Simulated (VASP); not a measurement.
A convergence study with VASP on Ba (space group Im-3m): a few settings are varied, all else stays as given below, so the limit is that of these other settings.

```
CELL_PARAMETERS angstrom
     -2.49745     2.49745     2.49745
      2.49745    -2.49745     2.49745
      2.49745     2.49745    -2.49745
ATOMIC_POSITIONS crystal
  Ba 0.00000 0.00000 0.00000
```

Method: PBE GGA, VASP's PBE PAW potentials (set 64) (plane waves; VASP). The last row used: 300 eV cut-off, 9×9×9 Γ-centred mesh, Gaussian smearing of 0.10 eV, potentials Ba_sv.

```tsv
setting	E (eV/atom)	pressure (GPa)	irreducible k-points
EDIFF = 1E-01	-1.9055	-0.25	35
EDIFF = 1E-02	-1.9055	-0.24	35
EDIFF = 1E-03	-1.9055	-0.21	35
EDIFF = 1E-04	-1.9061	0.24	35
EDIFF = 1E-05	-1.9061	0.24	35
EDIFF = 1E-06	-1.9061	0.20	35
EDIFF = 1E-07	-1.9061	0.20	35
EDIFF = 1E-08	-1.9061	0.20	35
EDIFF = 1E-10	-1.9061	0.20	35
EDIFF = 1E-12	-1.9061	0.20	35
```

Left out are rungs that failed or repeat a setting and relaxations that didn't move; long series are thinned to 24 rows.

The structure is a typed Ba crystal (space group no. 229). The cell was not relaxed at this level.
